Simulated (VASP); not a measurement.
Computed with rev-vdW-DF2, VASP's PBE PAW potentials (set 64) (plane waves; VASP).

VASP input:

INCAR:
```
SYSTEM = Ni3Si
PREC = Accurate
ENCUT = 520
EDIFF = 1E-7
NELM = 100
ALGO = Normal
LREAL = .FALSE.
LASPH = .TRUE.
ISMEAR = 0
SIGMA = 0.05
GGA = MK
PARAM1 = 0.1234568
PARAM2 = 0.7114
ZAB_VDW = -1.8867
LUSE_VDW = .TRUE.
AGGAC = 0.0
LMAXMIX = 4
LWAVE = .FALSE.
LCHARG = .FALSE.
LORBIT = 11
ICHARG = 11
```

File POSCAR:
```
Ni3Si
1
    3.4886319946     0.0000000000     0.0000000000
    0.0000000000     3.4886319946     0.0000000000
    0.0000000000     0.0000000000     3.4886319946
Si Ni
1 3
Direct
  0.0000000000   0.0000000000   0.0000000000
  0.0000000000   0.5000000000   0.5000000000
  0.5000000000   0.0000000000   0.5000000000
  0.5000000000   0.5000000000   0.0000000000
```

**KPOINTS**
```
k-points along high-symmetry lines
15
Line-mode
Reciprocal
  0.000000   0.000000   0.000000 ! GAMMA
  0.000000   0.500000   0.000000 ! X

  0.000000   0.500000   0.000000 ! X
  0.500000   0.500000   0.000000 ! M

  0.500000   0.500000   0.000000 ! M
  0.000000   0.000000   0.000000 ! GAMMA

  0.000000   0.000000   0.000000 ! GAMMA
  0.500000   0.500000   0.500000 ! R

  0.500000   0.500000   0.500000 ! R
  0.000000   0.500000   0.000000 ! X

  0.500000   0.500000   0.500000 ! R
  0.500000   0.500000   0.000000 ! M
```

POTCAR, in this order: Si Ni (PBE.64 set). Program: vasp_std. Read from the step before: CHGCAR.

Output of the run:

### OSZICAR
```
       N       E                     dE             d eps       ncg     rms          rms(c)
DAV:   1     0.200467246315E+03    0.20047E+03   -0.16245E+04  3812   0.222E+03
DAV:   2    -0.513461025835E+01   -0.20560E+03   -0.19868E+03  3780   0.368E+02
DAV:   3    -0.144853617893E+02   -0.93508E+01   -0.89402E+01  4130   0.104E+02
DAV:   4    -0.146722195318E+02   -0.18686E+00   -0.18635E+00  4326   0.128E+01
DAV:   5    -0.146790464300E+02   -0.68269E-02   -0.68258E-02  4762   0.227E+00
DAV:   6    -0.146793658617E+02   -0.31943E-03   -0.31942E-03  5100   0.432E-01
DAV:   7    -0.146793753232E+02   -0.94615E-05   -0.94604E-05  5039   0.585E-02
DAV:   8    -0.146793754279E+02   -0.10473E-06   -0.10613E-06  3434   0.526E-03
DAV:   9    -0.146793754339E+02   -0.59949E-08   -0.52256E-08  2809   0.143E-03
   1 F= -.14679375E+02 E0= -.14676570E+02  d E =-.561084E-02
```

**OUTCAR**
```
 val. band max:       10.7255791111   @ k =   0.1071   0.1071   0.0000

 cond. band min:      10.7420700658   @ k =   0.0714   0.5000   0.0000



 k-point     1 :       0.0000    0.0000    0.0000
  band No.  band energies     occupation
      1      -1.2479      2.00000
      2       5.8099      2.00000
      3       6.6366      2.00000
      4       6.6366      2.00000
      5       7.1514      2.00000
      6       7.1514      2.00000
      7       7.1514      2.00000
      8       9.1705      2.00000
      9       9.1705      2.00000
     10       9.1705      2.00000
     11       9.8842      2.00000
     12       9.8842      2.00000
     13       9.8842      2.00000
     14      10.1201      2.00000
     15      10.1201      2.00000
     16      10.4483      2.00000
     17      10.7940      0.07566
     18      10.7940      0.07566
     19      10.7940      0.07566
     20      15.7040      0.00000
     21      17.2008      0.00000

 k-point     2 :       0.0000    0.0357    0.0000
  band No.  band energies     occupation
      1      -1.2328      2.00000
      2       5.8144      2.00000
      3       6.6154      2.00000
      4       6.6475      2.00000
      5       7.1503      2.00000
      6       7.1503      2.00000
      7       7.1559      2.00000
      8       9.1329      2.00000
      9       9.1329      2.00000
     10       9.1656      2.00000
     11       9.8192      2.00000
     12       9.9066      2.00000
     13       9.9066      2.00000
     14      10.1204      2.00000
     15      10.1333      2.00000
     16      10.4420      2.00000
     17      10.7941      0.07558
     18      10.8226      0.00977
     19      10.8226      0.00977
     20      15.7479      0.00000
     21      17.1981      0.00000

 k-point     3 :       0.0000    0.0714    0.0000
  band No.  band energies     occupation
      1      -1.1874      2.00000
      2       5.8256      2.00000
      3       6.5520      2.00000
      4       6.6798      2.00000
...
```

The density is held fixed in this step, so its total energy and stress have no physical meaning.

The compound is Ni3Si in the L1_2 structure. It was relaxed first. The run is not spin-polarised, so no magnetic state was tried.
